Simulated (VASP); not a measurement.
# Mg2GaBi2: single point with PBEsol

Crystal: Mg2GaBi2.

```
Ga Mg Bi
1.0
     4.68053    0.00000    0.00000
    -2.34027    4.05346    0.00000
     0.00000    0.00000    7.58144
Ga Mg Bi
1 2 2
Direct
  0.00000 0.00000 0.00000
  0.33330 0.66670 0.63010
  0.66670 0.33330 0.36990
  0.33330 0.66670 0.24130
  0.66670 0.33330 0.75870
```

The cell was built by a generator and needn't be a form met in nature.

| Property | Result |
| --- | --- |
| Program | VASP 6.6.1 |
| Task | single point |
| Functional | PBEsol |
| Potentials or basis | VASP PAW PBE potentials, release 64 (Ga_d, Mg, Bi_d) |
| Cutoff | 520 eV |
| k mesh | 5 × 5 × 3 |
| Occupations | fermi-dirac, width 0.1 eV |
| Spin | no spin polarisation |

```
Pressure               : -0.1 GPa
Largest force          : 0.601 eV/Å
Band gap on the k mesh : none (metal or under the smearing width)
```

Forces in eV/Å, atoms in the order of the input:
```
Ga   0.000  0.000  0.000
Mg   0.002 -0.001 -0.015
Mg  -0.002  0.001  0.015
Bi   0.002 -0.001 -0.601
Bi  -0.002  0.001  0.601
```

Stress tensor (GPa, compression positive):
```
 0.15  0.01  0.00
 0.01  0.16  0.00
 0.00  0.00 -0.64
```

Levels at points of the mesh, in eV from the Fermi level:
| k point | band 21 | band 22 | band 23 | band 24 | band 25 | band 26 | band 27 | band 28 |
| --- | --- | --- | --- | --- | --- | --- | --- | --- |
| (0.00, 0.00, 0.00) | -0.47 | -0.06 | -0.06 | 0.03 | 1.14 | 2.70 | 2.70 | 3.30 |

It took 80 s on 1 thread of Intel(R) Xeon(R) Platinum 8559C (Emerald Rapids), on a shared host, peak memory 0.31 GiB.

Caveat: the PAW data sets were made with another functional, which shifts forces and pressure a little; spin-orbit coupling is left out, which moves the levels of the heavy elements.
